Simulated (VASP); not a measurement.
Energy against volume of CuZn (CsCl type). Computed with optB88-vdW, VASP's PBE PAW potentials (set 64) (plane waves; VASP). Run with 520 eV cut-off, 12×12×12 Γ-centred mesh, first-order Methfessel-Paxton smearing of 0.10 eV, potentials Zn Cu.

| V (Å³/atom) | E (eV/atom) |
|---|---|
| 12.218 | 0.62232 |
| 12.608 | 0.60681 |
| 12.998 | 0.60139 |
| 13.388 | 0.60435 |

**Question.** Fit these four points and predict the energy of the run at 13.778 Å³/atom.

**Answer.** A cubic in V^(−2/3), the third-order Birch-Murnaghan form, passes through the four points with V0 = 13.04 Å³/atom and B0 = 112 GPa, and gives 0.6143 eV/atom there. The run gave 0.6143 eV/atom, +0.0 meV/atom from the fit; all five points give B0 = 112 GPa.

The compound is CuZn in the CsCl type structure. It was relaxed first.
